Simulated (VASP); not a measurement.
# Ge2Sb2Te5 (Cm) in VASP: a series of runs, part 2 of 2

VASP 6.6.1. Earlier steps stand in the parts before.

**4. Dielectric tensor, LDA**

INCAR

```
ALGO     = Fast           # electronic algorithm
EDIFF    = 1E-8           # SCF threshold, eV
ENCUT    = 520            # plane-wave cutoff, eV
ISIF     = 2              # what is computed and relaxed
ISMEAR   = 0              # smearing method
LASPH    = True           # aspherical terms in the spheres
LCHARG   = False          # write CHGCAR
LEPSILON = True           # dielectric tensor by DFPT
LREAL    = False          # projectors in reciprocal space
LWAVE    = False          # write WAVECAR
NELM     = 100            # most SCF steps
PREC     = Accurate       # precision mode
SIGMA    = 0.02           # smearing width, eV
```

KPOINTS

```
k-points
0
Gamma
  3 3 3
```

POSCAR

```
Ge2Sb2Te5
1.0
    6.8391360000     -3.0660060000      0.0000000000
    6.8391360000      3.0660060000      0.0000000000
   -6.8309770000      0.0000000000      6.8476090000
Te Sb Ge
5 2 2
Direct
    0.5947020000      0.5947020000      0.3864330000
    0.7952880000      0.7952880000      0.1961120000
    0.0083240000      0.0083240000      0.0064350000
    0.2065190000      0.2065190000      0.8098030000
    0.3999590000      0.3999590000      0.5971180000
    0.9017080000      0.9017080000      0.5878730000
    0.1118700000      0.1118700000      0.4173520000
    0.2842870000      0.2842870000      0.1878300000
    0.4973430000      0.4973430000      0.0110440000
```

Potentials or basis: VASP PAW LDA potentials, release 64 (Te, Sb, Ge_d).

The run is started by

```
cat potpaw_LDA.64/Te/POTCAR potpaw_LDA.64/Sb/POTCAR potpaw_LDA.64/Ge_d/POTCAR > POTCAR
mpirun -np 1 vasp_std > vasp.out
```

OUTCAR:

```text
EDIFF = 1E-8
   ENCUT = 520
   ISIF = 2
   ISMEAR = 0
   LASPH = True
   LEPSILON = True
   LREAL = False
   NELM = 100
   PREC = Accurate

 ion  position               nearest neighbor table
   1  0.595  0.595  0.386-   9 2.85   7 3.07   7 3.07   6 3.14   8 3.19
   2  0.795  0.795  0.196-   6 2.95   8 3.07   8 3.07   9 3.08   7 3.20
   3  0.008  0.008  0.006-   8 2.82   9 3.07   9 3.07   7 3.14   6 3.19
   4  0.207  0.207  0.810-   9 2.95   8 3.00   7 3.02   6 3.06
   5  0.400  0.400  0.597-   7 2.98   8 3.05   6 3.07   6 3.07   9 3.20
   6  0.902  0.902  0.588-   2 2.95   4 3.06   5 3.07   5 3.07   1 3.14   3 3.19
   7  0.112  0.112  0.417-   5 2.98   4 3.02   1 3.07   1 3.07   3 3.14   2 3.20
   8  0.284  0.284  0.188-   3 2.82   4 3.00   5 3.05   2 3.07   2 3.07   1 3.19
   9  0.497  0.497  0.011-   1 2.85   4 2.95   3 3.07   3 3.07   2 3.08   5 3.20

  LATTYP: Found a base centered monoclinic cell.
 ALAT       =    13.6782720000
 B/A-ratio  =     0.4483031190
 C/A-ratio  =     0.7071235363
 COS(beta)  =    -0.7062464773

  Lattice vectors:

 A1 = (   6.8391360000,  -3.0660060000,   0.0000000000)
 A2 = (   6.8391360000,   3.0660060000,   0.0000000000)
 A3 = (  -6.8309770000,   0.0000000000,   6.8476090000)

Analysis of symmetry for initial positions (statically):
=====================================================================
 Subroutine PRICEL returns:
 Original cell was already a primitive cell.

 Routine SETGRP: Setting up the symmetry group for a
[... 677 lines left out ...]
     0.13526  0.00000  0.12024
     0.00000  0.08240  0.00000
     0.12024  0.00000 -0.26432

 MACROSCOPIC STATIC DIELECTRIC TENSOR (including local field effects in DFT)
 ------------------------------------------------------
          40.291832     0.000000     0.538360
           0.000000    46.516417     0.000000
           0.542185     0.000000    39.299056
 ------------------------------------------------------

 PIEZOELECTRIC TENSOR (including local field effects)  for field in x, y, z        (e  Angst)
          XX          YY          ZZ          XY          YZ          ZX
  --------------------------------------------------------------------------------
  x     1.77026    -2.98939     3.35326     0.00000     0.00000     1.75311
  y     0.00000     0.00000     0.00000    -2.87746     3.37301     0.00000
  z     2.42435     1.47700    -4.73768     0.00000     0.00000     2.15522

 PIEZOELECTRIC TENSOR (including local field effects)  for field in x, y, z        (C/m^2)
          XX          YY          ZZ          XY          YZ          ZX
  --------------------------------------------------------------------------------
  x     0.09877    -0.16678     0.18708     0.00000     0.00000     0.09781
  y     0.00000     0.00000     0.00000    -0.16054     0.18819     0.00000
  z     0.13526     0.08240    -0.26432     0.00000     0.00000     0.12024

 BORN EFFECTIVE CHARGES (including local field effects) (in |e|, cummulative output)
 ---------------------------------------------------------------------------------
 ion    1
    1    -5.07994     0.00000    -0.39984
    2     0.00000    -5.84759     0.00000
    3    -0.25495     0.00000    -4.60938
 ion    2
    1    -6.13631     0.00000    -0.66202
    2     0.00000    -7.32428     0.00000
    3    -0.62313     0.00000    -4.75103
 ion    3
    1    -4.58307     0.00000     0.79628
    2     0.00000    -7.17961     0.00000
    3     0.81794     0.00000    -6.29984
 ion    4
    1    -8.10447     0.00000     0.02932
    2     0.00000    -3.75851     0.00000
    3    -0.15811     0.00000    -7.69468
 ion    5
[... 4 lines left out ...]
    1     8.60166     0.00000     1.63001
    2     0.00000     8.98517     0.00000
    3     1.48314     0.00000     8.39253
 ion    7
    1     8.93594     0.00000    -1.96123
    2     0.00000     8.86835     0.00000
    3    -1.97571     0.00000     8.33797
 ion    8
    1     5.39689     0.00000    -1.76034
    2     0.00000     6.16887     0.00000
    3    -1.62269     0.00000     5.86474
 ion    9
    1     6.21143     0.00000     1.94033
    2     0.00000     6.38075     0.00000
    3     1.98498     0.00000     6.06691
```

OSZICAR:

```text
N       E                     dE             d eps       ncg     rms          rms(c)
DAV:   1     0.609433212388E+03    0.60943E+03   -0.27508E+04   952   0.217E+03
DAV:   2     0.536427555048E+02   -0.55579E+03   -0.54306E+03   896   0.584E+02
DAV:   3    -0.339706444948E+02   -0.87613E+02   -0.85756E+02   920   0.158E+02
[... 12 lines left out ...]
RMM:  17    -0.317057500145E+02    0.65759E-06    0.28427E-05  1171   0.203E-04    0.142E-05
RMM:  18    -0.317057499910E+02    0.23422E-07   -0.26817E-06  1138   0.202E-04    0.164E-05
RMM:  19    -0.317057501202E+02   -0.12911E-06    0.26322E-05  1145   0.201E-04    0.113E-05
RMM:  20    -0.317057501000E+02    0.20136E-07    0.50122E-06  1129   0.201E-04    0.123E-05
RMM:  21    -0.317057500061E+02    0.93900E-07    0.24051E-05  1132   0.201E-04    0.113E-05
RMM:  22    -0.317057505176E+02   -0.51146E-06   -0.17518E-06  1140   0.201E-04    0.106E-05
```

It took 49 min on 1 thread of Intel Xeon Platinum 8488C (Sapphire Rapids), shared host; peak memory 0.73 GiB.

What came out:

- Band gap on the k mesh: 0.89 eV, indirect (least direct gap 0.97 eV)
- Electronic dielectric tensor (diagonal): 40.29, 46.52, 39.30
- Born charges (mean of the diagonal): Te -5.18, -6.07, -6.02, -6.52, -5.61; Sb +8.66, +8.71; Ge +5.81, +6.22 e

Electronic dielectric tensor:
```
40.29  0.00  0.54
 0.00 46.52  0.00
 0.54  0.00 39.30
```

Born effective charge tensors (e):
atom 1, Te
```
-5.08  0.00 -0.40
 0.00 -5.85  0.00
-0.25  0.00 -4.61
```
atom 2, Te
```
-6.14  0.00 -0.66
 0.00 -7.32  0.00
-0.62  0.00 -4.75
```
atom 3, Te
```
-4.58  0.00  0.80
 0.00 -7.18  0.00
 0.82  0.00 -6.30
```
atom 4, Te
```
-8.10  0.00  0.03
 0.00 -3.76  0.00
-0.16  0.00 -7.69
```
atom 5, Te
```
-5.24  0.00  0.39
 0.00 -6.29  0.00
 0.35  0.00 -5.31
```
atom 6, Sb
```
8.60 0.00 1.63
0.00 8.99 0.00
1.48 0.00 8.39
```
atom 7, Sb
```
 8.94  0.00 -1.96
 0.00  8.87  0.00
-1.98  0.00  8.34
```
atom 8, Ge
```
 5.40  0.00 -1.76
 0.00  6.17  0.00
-1.62  0.00  5.86
```
atom 9, Ge
```
6.21 0.00 1.94
0.00 6.38 0.00
1.98 0.00 6.07
```

Caveat: spin-orbit coupling is left out, which moves the levels of the heavy elements; an odd mesh through Γ misses points on the zone boundary, where band edges often lie.

**5. Optical spectrum, LDA**

INCAR

```
ALGO = Fast ; CSHIFT = 0.05
EDIFF = 1E-6 ; ENCUT = 520
GGA = CA ; ISIF = 2
ISMEAR = 0 ; LASPH = T
LCHARG = F ; LOPTICS = T
LREAL = F ; LWAVE = F
NBANDS = 82 ; NEDOS = 1000
NELM = 100 ; PREC = Accurate
SIGMA = 0.02
```

KPOINTS

```
k-points
0
Gamma
  4 4 3
```

POSCAR is that of step 4.

Potentials or basis: VASP PAW LDA potentials, release 64 (Te, Sb, Ge_d).

The run is started by

```
cat potpaw_LDA.64/Te/POTCAR potpaw_LDA.64/Sb/POTCAR potpaw_LDA.64/Ge_d/POTCAR > POTCAR
mpirun -np 1 vasp_std > vasp.out
```

OUTCAR:

```text
EDIFF = 1E-6
   ENCUT = 520
   GGA = CA
   ISIF = 2
   ISMEAR = 0
   LASPH = T
   LREAL = F
   NELM = 100
   PREC = Accurate

 ion  position               nearest neighbor table
   1  0.595  0.595  0.386-   9 2.85   7 3.07   7 3.07   6 3.14   8 3.19
   2  0.795  0.795  0.196-   6 2.95   8 3.07   8 3.07   9 3.08   7 3.20
[... 1199 lines left out ...]
     1.87124   -18.13394   -33.16572   -13.34777     0.00000     0.00000     2.07641
     2.33905   -16.87135   -23.29310   -17.34532     0.00000     0.00000    -1.26248
[... 92 lines left out ...]
    45.84535     0.89181     0.87692     0.88808     0.00000     0.00000     0.00044
    46.31316     0.89410     0.87952     0.89044     0.00000     0.00000     0.00043

  frequency dependent IMAGINARY DIELECTRIC FUNCTION (independent particle, no local field effects) current-current
     E(ev)      X         Y         Z        XY        YZ        ZX
  --------------------------------------------------------------------------------------------------------------
     0.00000   316.59026  2975.22002   606.53891     0.00000     0.00000   328.27880
     0.46781    21.77735   149.30151    22.13511     0.00000     0.00000    -4.94580
     0.93562    26.96346    92.20991    48.80347     0.00000     0.00000   -11.84086
     1.40343    68.75300    65.33413    63.00214     0.00000     0.00000    -4.26815
     1.87124    37.79399    27.95517    36.43425     0.00000     0.00000     3.66160
     2.33905    19.46992    10.22347    22.96802     0.00000     0.00000    -1.32570
[... 92 lines left out ...]
    45.84535     0.00001     0.00001     0.00001     0.00000     0.00000    -0.00000
    46.31316     0.00001     0.00001     0.00001     0.00000     0.00000    -0.00000

  frequency dependent      REAL DIELECTRIC FUNCTION (independent particle, no local field effects) current-current
     E(ev)        X           Y           Z          XY          YZ          ZX
  --------------------------------------------------------------------------------------------------------------
     0.00000   -62.93824 -1340.20696  -221.50194     0.00000     0.00000  -186.08526
     0.46781    39.98948   129.82774    58.84129     0.00000     0.00000   -15.78856
     0.93562    53.89743   -31.35902    48.25028     0.00000     0.00000    13.29801
     1.40343    10.99502   -36.93526    -2.64942     0.00000     0.00000    19.73749
     1.87124   -20.07840   -33.23816   -15.12836     0.00000     0.00000     2.07565
     2.33905   -17.60826   -22.79376   -18.16061     0.00000     0.00000    -1.05909
[... 92 lines left out ...]
    45.84535     0.89204     0.87943     0.88855     0.00000     0.00000     0.00076
    46.31316     0.89433     0.88197     0.89091     0.00000     0.00000     0.00074
```

stdout:

```text
POSCAR found type information on POSCAR TeSbGe
 POSCAR found :  3 types and       9 ions
 scaLAPACK will be used
 LDA part: xc-table for (Slater(with rela. corr.)+CA(PZ))
 , standard interpolation
 POSCAR, INCAR and KPOINTS ok, starting setup
 FFT: planning ... GRIDC
 FFT: planning ... GRID_SOFT
 FFT: planning ... GRID
 WAVECAR not read
 entering main loop
 optical routines
 imaginary and real dielectric function
 recalculating local potential from charge density
 direction            1
 direction            2
 direction            3
```

Run time: 9.9 min. Hardware: 1 thread of Intel Xeon Platinum 8488C (Sapphire Rapids), shared host; peak memory 0.84 GiB.

What came out:

```yaml
Free_energy: -39.2239 eV
Pressure: -3.5 GPa
Largest_force: 0.188 eV/Å
Band_gap_on_the_k_mesh: 0.06 eV, direct
```

Forces in eV/Å, atoms in the order of the input:
```
Te   0.134  0.000 -0.095
Te   0.002  0.000  0.108
Te   0.118  0.000  0.065
Te   0.037  0.000 -0.029
Te  -0.082  0.000 -0.119
Sb   0.022  0.000 -0.078
Sb   0.032  0.000  0.067
Ge  -0.188  0.000 -0.009
Ge  -0.076  0.000  0.089
```

Stress tensor (GPa, compression positive):
```
-3.54  0.00 -0.12
 0.00 -3.45  0.00
-0.12  0.00 -3.45
```

Levels at points of the mesh, in eV from the valence-band top:
```tsv
k point	band 31	band 32	band 33	band 34	band 35	band 36	band 37	band 38
(0.00, 0.00, 0.00)	-0.77	-0.45	-0.39	-0.38	1.03	1.33	2.41	2.46
(0.50, 0.00, 0.00)	-0.75	-0.68	-0.52	0.00	0.06	0.57	0.69	1.16
(0.50, 0.50, 0.00)	-2.22	-0.78	-0.78	-0.76	2.11	2.63	2.80	3.05
```

Dielectric function (mean over the directions given):
| energy (eV) | real part | imaginary part |
| --- | --- | --- |
| 0.28 | 54.99 | 68.18 |
| 0.75 | 49.41 | 72.58 |
| 1.22 | 7.78 | 62.44 |
| 1.78 | -22.77 | 34.41 |
| 2.25 | -16.33 | 25.19 |
| 2.71 | -16.32 | 13.08 |
| 3.27 | -10.08 | 7.26 |
| 3.74 | -7.88 | 4.33 |
| 4.30 | -4.63 | 3.11 |
| 4.77 | -2.91 | 2.91 |
| 5.24 | -1.12 | 2.45 |
| 5.80 | 0.72 | 3.24 |
| 6.27 | -0.20 | 5.68 |
| 6.83 | -1.48 | 4.62 |
| 7.30 | -2.19 | 4.65 |
| 7.77 | -2.86 | 3.50 |
| 8.33 | -3.13 | 2.01 |
| 8.79 | -2.18 | 1.75 |
| 9.26 | -1.83 | 1.55 |
| 9.82 | -1.49 | 1.33 |
| 10.29 | -1.77 | 1.49 |
| 10.85 | -1.39 | 0.81 |
| 11.32 | -1.04 | 0.71 |
| 11.79 | -0.86 | 0.66 |
| 12.35 | -0.73 | 0.55 |
| 12.82 | -0.61 | 0.48 |
| 13.38 | -0.53 | 0.49 |
| 13.85 | -0.45 | 0.57 |
| 14.31 | -0.48 | 0.40 |
| 14.88 | -0.35 | 0.30 |
| 15.34 | -0.26 | 0.23 |
| 15.81 | -0.21 | 0.20 |
| 16.37 | -0.12 | 0.12 |
| 16.84 | -0.03 | 0.08 |
| 17.40 | 0.04 | 0.06 |
| 17.87 | 0.11 | 0.03 |
| 18.34 | 0.18 | 0.02 |
| 18.90 | 0.25 | 0.01 |
| 19.37 | 0.30 | 0.01 |
| 19.93 | 0.35 | 0.01 |

Caveat: spectra need much finer meshes, so this one isn't converged; independent-particle spectra lack excitons; spin-orbit coupling is left out, which moves the levels of the heavy elements; an odd mesh through Γ misses points on the zone boundary, where band edges often lie.

**6. The runs side by side**

| task | level | potentials or basis | k mesh | smearing | further INCAR settings | gap on the mesh (eV) | pressure (GPa) | largest force (eV/Å) |
| --- | --- | --- | --- | --- | --- | --- | --- | --- |
| band structure | LDA | VASP PAW LDA potentials, release 64 (Te, Sb, Ge_d) | 4 × 4 × 3 | fermi-dirac 0.05 eV | ALGO = Fast; EDIFF = 1e-07; NBANDS = 44 | 0.07 | -3.5 | 0.18 |
| band structure | PBE | VASP PAW PBE potentials, release 64 (Te, Sb, Ge_d) | 4 × 4 × 3 | fermi-dirac 0.05 eV | ALGO = Fast; EDIFF = 1e-07; NBANDS = 44 | 0.06 | -0.2 | 0.15 |
| dielectric tensor | LDA | VASP PAW LDA potentials, release 64 (Te, Sb, Ge_d) | 3 × 3 × 3 | gaussian 0.02 eV | ALGO = Fast; EDIFF = 1e-08 | 0.89 | - | - |
| optical spectrum | LDA | VASP PAW LDA potentials, release 64 (Te, Sb, Ge_d) | 4 × 4 × 3 | gaussian 0.02 eV | ALGO = Fast; EDIFF = 1e-06; NBANDS = 82 | 0.06 | -3.5 | 0.19 |

Alike in all rows: no spin polarisation; cell as given; cutoff (eV) 520.

Caveats: spin-orbit coupling is left out, which moves the levels of the heavy elements; an odd mesh through Γ misses points on the zone boundary, where band edges often lie (some runs); spectra need much finer meshes, so this one isn't converged (some runs); independent-particle spectra lack excitons (some runs).

Total energies depend on the potentials used, so only differences within one code and one set of settings carry meaning.
